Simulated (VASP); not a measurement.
Input of a VASP 6.6.1 run:

INCAR

```
  PREC = Accurate
  ENCUT = 520
  EDIFF = 1E-7
  ISMEAR = 0
  SIGMA = 0.1
  LREAL = False
  LASPH = True
  NELM = 120
  ALGO = Normal
  ISIF = 3
  LWAVE = False
  LCHARG = False
  GGA = PE
  IBRION = 2
  NSW = 60
  EDIFFG = -0.005
  POTIM = 0.3
  KPAR = 4
```

File KPOINTS:

```
Automatic mesh
0
Gamma
  10 8 6
```

File POSCAR:

```
GeB2C2                                  
1.0
    2.7657902308      0.0000000000      0.0000000000
    0.0000000000      4.1928024097      0.0000000000
    0.0000000000      0.0000000000      4.6915980499
  Ge              B               C             
     1     2     2
Direct
     0.0000000000000000    0.0000000000000000    0.9715756583479691
     0.5000000000000000    0.5000000000000000    0.8354356003215498
     0.0000000000000000    0.5000000000000000    0.3417967098570895
     0.0000000000000000    0.5000000000000000    0.6755556611684983
     0.5000000000000000    0.5000000000000000    0.1754230903048964
```

Potentials or basis: VASP PAW PBE potentials, release 64 (Ge_d, B, C).

Command:

```sh
$ cat potpaw_PBE.64/Ge_d/POTCAR potpaw_PBE.64/B/POTCAR potpaw_PBE.64/C/POTCAR > POTCAR
$ mpirun -np 4 vasp_std > vasp.out
```

Task: What does it give for the space group after relaxing (to 0.05 Å)?

Result: Pmm2 (No. 25).

Task: Predict the relaxed cell.

Result: a = 2.766 Å, b = 4.196 Å, c = 4.692 Å, α = 90.00°, β = 90.00°, γ = 90.00°.

Task: Estimate the band gap on the k mesh.

Result: None (metal or under the smearing width).

Forces on the atoms (eV/Å):
```
Ge   0.000  0.000 -0.002
B    0.000  0.000 -0.001
B    0.000  0.000  0.004
C    0.000  0.000 -0.001
C    0.000  0.000  0.000
```
